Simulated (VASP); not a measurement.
Calculation: PBEsol GGA with spin-orbit coupling, VASP's PBE PAW potentials (set 64) (plane waves; VASP 6.6.1).

The input files of a VASP run:

### POSCAR
```
In
1
   -1.8616348853     1.8616348853     1.8616348853
    1.8616348853    -1.8616348853     1.8616348853
    1.8616348853     1.8616348853    -1.8616348853
In
1
Direct
  1.0000000000   1.0000000000   1.0000000000
```

**KPOINTS**
```
Automatic
0
G
12 12 12
```

### KPOINTS_OPT
```
k-points along high-symmetry lines
8
Line-mode
Reciprocal
  0.000000   0.000000   0.000000 ! GAMMA
  0.500000  -0.500000   0.500000 ! H

  0.500000  -0.500000   0.500000 ! H
  0.000000   0.000000   0.500000 ! N

  0.000000   0.000000   0.500000 ! N
  0.000000   0.000000   0.000000 ! GAMMA

  0.000000   0.000000   0.000000 ! GAMMA
  0.250000   0.250000   0.250000 ! P

  0.250000   0.250000   0.250000 ! P
  0.500000  -0.500000   0.500000 ! H

  0.250000   0.250000   0.250000 ! P
  0.000000   0.000000   0.500000 ! N
```

**INCAR**
```
SYSTEM = In
PREC = Accurate; ENCUT = 400; LREAL = .FALSE.
LASPH = .TRUE.
EDIFF = 1E-6; NELM = 100; ALGO = Normal
LMAXMIX = 4
ISMEAR = 0; SIGMA = 0.05
GGA = PS; GGA_COMPAT = .FALSE.
MAGMOM = 3*0; LSORBIT = .TRUE.
LWAVE = .FALSE.; LCHARG = .FALSE.
```

POTCAR, in this order: In_d (PBE.64 set). Program: vasp_ncl.

Task: What will the output report for the number of irreducible k-points (NKPTS), number of bands (NBANDS), largest plane-wave count, number of space-group operations, FFT grid (NGX, NGY, NGZ)?

Result: 
* **number of irreducible k-points (NKPTS)**: 72
* **number of bands (NBANDS)**: 20
* **largest plane-wave count**: 968
* **number of space-group operations**: 48
* **FFT grid (NGX, NGY, NGZ)**: 24 × 24 × 24

The structure was generated: In was put into the bcc type (Im-3m), which need not be its known phase. It was relaxed first.
